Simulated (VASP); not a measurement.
MgB2: phonons with PBE

Crystal: MgB2.

```
Mg B
1.0
     3.07114    0.00000    0.00000
    -1.53557    2.65969    0.00000
     0.00000    0.00000    3.52808
Mg B
1 2
Direct
  0.00000 0.00000 0.00000
  0.33333 0.66667 0.50000
  0.66667 0.33333 0.50000
```

```json
{"Program": "VASP 6.6.1", "Task": "phonons", "Functional": "PBE", "Potentials or basis": "VASP PAW PBE potentials, release 64 (Mg, B)", "Cutoff": "600 eV", "k mesh": "21 × 21 × 16", "Occupations": "methfessel-paxton, width 0.2 eV", "Spin": "no spin polarisation", "By perturbation theory": "no", "Further INCAR settings": "ALGO = Normal; EDIFF = 1e-08; IBRION = 6; POTIM = 0.015; NSW = 1"}
```

```json
{"Relaxed volume": "9.60 Å³/atom", "Relaxed cell": "a = 3.074 Å, b = 3.074 Å, c = 3.519 Å, α = 90.00°, β = 90.00°, γ = 120.00°", "Space group after relaxing (to 0.05 Å)": "P6/mmm (No. 191)", "Highest phonon frequency at Γ, LO-TO splitting left out": "687 cm⁻¹"}
```

Step by step:
| step | energy change (eV) | largest force (eV/Å) | pressure (GPa) | volume (Å³) |
| --- | --- | --- | --- | --- |
| 1 | 0.0000 | 0.0000 | 0.07 | 28.82 |
| 2 | -0.0002 | 0.0000 | -0.13 | 28.84 |
| 3 | -0.0002 | 0.0000 | -0.15 | 28.84 |
| 4 | -0.0002 | 0.0000 | 0.02 | 28.80 |

Final structure:
```xyz
3
Lattice="3.0740 0.0000 0.0000 -1.5370 2.6622 0.0000 0.0000 0.0000 3.5193" Properties=species:S:1:pos:R:3 pbc="T T T"
Mg   -1.5370    2.6622    3.5193
B     0.0000    1.7748    1.7597
B     1.5370    0.8874    1.7597
```

Phonon frequencies in cm⁻¹ (negative: imaginary):
```
              q point                    frequencies
(0.000, 0.000, 0.000)  0 0 0 334 334 401 561 561 687
```

Wall time 8 min on 2 MPI ranks on AMD EPYC 9R45 (Zen 5), on a shared host, peak memory 1.1 GiB a rank.
